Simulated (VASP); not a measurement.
All values below come from LDA (Ceperley-Alder, Perdew-Zunger), VASP's LDA PAW potentials (set 64) (plane waves; VASP 6.6.1).

VASP ran on this input.

### INCAR
```
SYSTEM = Sb
PREC = Accurate
ENCUT = 400
EDIFF = 1E-6
NELM = 100
ALGO = Normal
LREAL = .FALSE.
LASPH = .TRUE.
ISMEAR = 1
SIGMA = 0.1
LMAXMIX = 4
LWAVE = .FALSE.
LCHARG = .FALSE.
IBRION = 2
ISIF = 3
NSW = 60
EDIFFG = -0.02
```

File KPOINTS:
```
Automatic mesh
0
Gamma
8 8 8
0 0 0
```

**POSCAR**
```
Sb
1
   -3.9505502170     3.9505502170     2.0428900077
    3.9505502170    -3.9505502170     2.0428900077
    3.9505502170     3.9505502170    -2.0428900077
Sb
4
Direct
  0.3495918815   0.1504081185   0.5000000000
  0.6504081185   0.8495918815   0.5000000000
  0.1504081185   0.6504081185   0.8008162369
  0.8495918815   0.3495918815   0.1991837631
```

POTCAR, in this order: Sb (LDA.64 set). Program: vasp_std.

The resulting files:

### OSZICAR
```
       N       E                     dE             d eps       ncg     rms          rms(c)
DAV:   1     0.893417835084E+02    0.89342E+02   -0.58684E+03  1652   0.911E+02
DAV:   2    -0.116546269765E+02   -0.10100E+03   -0.98587E+02  2172   0.170E+02
DAV:   3    -0.181078706450E+02   -0.64532E+01   -0.63236E+01  2144   0.486E+01
DAV:   4    -0.182076292268E+02   -0.99759E-01   -0.99514E-01  2010   0.684E+00
DAV:   5    -0.182100953606E+02   -0.24661E-02   -0.24659E-02  2480   0.116E+00    0.418E+00
DAV:   6    -0.181611589772E+02    0.48936E-01   -0.47819E-02  2042   0.109E+00    0.246E+00
DAV:   7    -0.181425631847E+02    0.18596E-01   -0.54792E-02  2120   0.115E+00    0.152E-01
DAV:   8    -0.181423124696E+02    0.25072E-03   -0.57879E-03  1810   0.475E-01    0.479E-02
DAV:   9    -0.181423339495E+02   -0.21480E-04   -0.32728E-04  2198   0.120E-01    0.361E-02
DAV:  10    -0.181423441572E+02   -0.10208E-04   -0.22206E-05  2118   0.312E-02    0.602E-03
DAV:  11    -0.181423456785E+02   -0.15213E-05   -0.35043E-06  2000   0.114E-02    0.228E-03
DAV:  12    -0.181423456919E+02   -0.13410E-07   -0.89539E-07  1096   0.561E-03
   1 F= -.18142346E+02 E0= -.18142810E+02  d E =-.181423E+02
       N       E                     dE             d eps       ncg     rms          rms(c)
DAV:   1    -0.181483552233E+02   -0.60095E-02   -0.15071E-01  1910   0.218E+00    0.260E-01
DAV:   2    -0.181470604835E+02    0.12947E-02   -0.51462E-03  2012   0.436E-01    0.152E-01
DAV:   3    -0.181460806691E+02    0.97981E-03   -0.16950E-03  1946   0.218E-01    0.474E-02
DAV:   4    -0.181460819348E+02   -0.12658E-05   -0.40120E-05  1958   0.413E-02    0.272E-02
DAV:   5    -0.181460780446E+02    0.38903E-05   -0.23674E-06  1838   0.104E-02    0.234E-03
DAV:   6    -0.181460780550E+02   -0.10418E-07   -0.18185E-07  1006   0.330E-03
   2 F= -.18146078E+02 E0= -.18147090E+02  d E =-.373236E-02
       N       E                     dE             d eps       ncg     rms          rms(c)
DAV:   1    -0.181460810936E+02   -0.30490E-05   -0.66614E-05  1898   0.457E-02    0.542E-03
DAV:   2    -0.181460805091E+02    0.58451E-06   -0.22704E-06  1644   0.928E-03
   3 F= -.18146081E+02 E0= -.18147085E+02  d E =-.373482E-02
       N       E                     dE             d eps       ncg     rms          rms(c)
DAV:   1    -0.181482484404E+02   -0.21673E-02   -0.75104E-02  1706   0.157E+00    0.110E-01
DAV:   2    -0.181479982479E+02    0.25019E-03   -0.37322E-03  2188   0.361E-01    0.727E-02
DAV:   3    -0.181476679945E+02    0.33025E-03   -0.76999E-04  1904   0.134E-01    0.139E-02
DAV:   4    -0.181476636229E+02    0.43716E-05   -0.25329E-05  2264   0.301E-02    0.138E-02
DAV:   5    -0.181476631430E+02    0.47991E-06   -0.12062E-06  1300   0.804E-03
   4 F= -.18147663E+02 E0= -.18148713E+02  d E =-.158263E-02
       N       E                     dE             d eps       ncg     rms          rms(c)
DAV:   1    -0.181477259584E+02   -0.62335E-04   -0.27645E-03  1718   0.301E-01    0.207E-02
DAV:   2    -0.181477173082E+02    0.86502E-05   -0.13644E-04  2192   0.691E-02    0.138E-02
DAV:   3    -0.181477054857E+02    0.11822E-04   -0.27687E-05  1904   0.254E-02    0.259E-03
DAV:   4    -0.181477053252E+02    0.16058E-06   -0.81398E-07  1266   0.580E-03
   5 F= -.18147705E+02 E0= -.18148740E+02  d E =-.162482E-02
       N       E                     dE             d eps       ncg     rms          rms(c)
DAV:   1    -0.181477818532E+02   -0.76367E-04   -0.27535E-03  1850   0.286E-01    0.341E-02
DAV:   2    -0.181477612744E+02    0.20579E-04   -0.69024E-05  1940   0.525E-02    0.189E-02
DAV:   3    -0.181477464913E+02    0.14783E-04   -0.22757E-05  1874   0.256E-02    0.490E-03
DAV:   4    -0.181477465190E+02   -0.27668E-07   -0.62307E-07  1024   0.526E-03
   6 F= -.18147747E+02 E0= -.18148779E+02  d E =-.411938E-04
```

### OUTCAR
```
------------------------ aborting loop because EDIFF is reached ----------------------------------------
  FORCE on cell =-STRESS in cart. coord.  units (eV):
  Direction    XX          YY          ZZ          XY          YZ          ZX
  --------------------------------------------------------------------------------------
  Total       -0.0316339     -0.0316339     -0.0346287      0.0000000      0.0000000      0.0000000
  in kB       -0.3992404     -0.3992404     -0.4370376      0.0000000      0.0000000      0.0000000
  external PRESSURE =      -0.4118395 kB  Pullay stress =       0.0000000 kB
  volume of cell :      126.95
      direct lattice vectors                 reciprocal lattice vectors
    -3.959281826  3.959281826  2.024582950     0.000000000  0.126285529  0.246964443
     3.959281826 -3.959281826  2.024582950     0.126285529  0.000000000  0.246964443
     3.959281826  3.959281826 -2.024582950     0.126285529  0.126285529  0.000000000
 POSITION                                       TOTAL-FORCE (eV/Angst)
 -----------------------------------------------------------------------------------
      1.19860      2.76068      0.00000         0.004283     -0.004283     -0.000000
      2.76068      1.19860      2.02458        -0.004283      0.004283     -0.000000
      5.15789      1.19860      0.00000         0.004283      0.004283     -0.000000
     -1.19860      2.76068      2.02458        -0.004283     -0.004283      0.000000
 -----------------------------------------------------------------------------------
    total drift:                                0.000000     -0.000000     -0.000000
  FREE ENERGIE OF THE ION-ELECTRON SYSTEM (eV)
  ---------------------------------------------------
  free  energy   TOTEN  =       -18.1477465190 eV

  energy  without entropy=      -18.1508453140  energy(sigma->0) =      -18.14877945

 reached required accuracy - stopping structural energy minimisation
```
(Selected blocks of OUTCAR.)

**CONTCAR**
```
Sb
   1.00000000000000
    -3.9592818263039224    3.9592818263039224    2.0245829497783538
     3.9592818263039224   -3.9592818263039224    2.0245829497783538
     3.9592818263039224    3.9592818263039224   -2.0245829497783538
  Sb
     4
Direct
     0.3486335770139723    0.1513664229860277    0.5000000000000000
     0.6513664229860278    0.8486335770139722    0.5000000000000000
     0.1513664229860277    0.6513664229860278    0.8027328458720465
     0.8486335770139722    0.3486335770139723    0.1972671541279534
```

The structure comes from a computed database's Sb entry (I4/mcm); how it stands against other phases isn't given here. This run relaxes it. Symmetry was kept, so distortions that lower it aren't found. The start is the result of an earlier pass.
